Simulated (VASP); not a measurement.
A convergence study with VASP on GaAs (zinc blende): one setting is varied, all else stays as given below, so the limit is that of these other settings.

```
CELL_PARAMETERS angstrom
      0.00000     2.82500     2.82500
      2.82500     0.00000     2.82500
      2.82500     2.82500     0.00000
ATOMIC_POSITIONS crystal
  Ga 0.00000 0.00000 0.00000
  As 0.25000 0.25000 0.25000
```

Method: PBEsol GGA, VASP's PBE PAW potentials (set 64) (plane waves; VASP). The tightest run used: 550 eV cut-off, 13×13×13 Monkhorst-Pack mesh, Gaussian smearing of 0.050 eV, potentials Ga_d As.

Question: The settings run are 1×1×1 mesh; 2×2×2 mesh; 3×3×3 mesh; 4×4×4 mesh; 5×5×5 mesh; 6×6×6 mesh; 7×7×7 mesh; 8×8×8 mesh; 9×9×9 mesh; 10×10×10 mesh; 11×11×11 mesh; 12×12×12 mesh; 13×13×13 mesh. From which on does the stress (every component) stay within 0.2 GPa of the tightest run?

Answer: From 4×4×4 mesh on: it is off by 0.01 there and by no more than 0.2 in any finer run, while 3×3×3 mesh is off by 1.22.
```csv
setting,E (eV/atom),pressure (GPa),irreducible k-points,difference judged (GPa)
1×1×1 mesh,4.5105,47.27,1,46.77
2×2×2 mesh,-4.4625,0.82,2,0.33
3×3×3 mesh,-4.2433,1.71,4,1.22
4×4×4 mesh,-4.5442,0.49,10,0.01
5×5×5 mesh,-4.5127,0.53,10,0.03
6×6×6 mesh,-4.5461,0.50,28,0.00
7×7×7 mesh,-4.5404,0.46,20,0.04
8×8×8 mesh,-4.5462,0.50,60,0.01
9×9×9 mesh,-4.5449,0.48,35,0.02
10×10×10 mesh,-4.5462,0.50,110,0.01
11×11×11 mesh,-4.5459,0.49,56,0.01
12×12×12 mesh,-4.5462,0.50,182,0.01
13×13×13 mesh,-4.5461,0.49,84,0.00
```

Left out are rungs that failed or repeat a setting and relaxations that didn't move; long series are thinned to 24 rows.

The compound is GaAs in the zinc blende structure. The cell was not relaxed at this level.
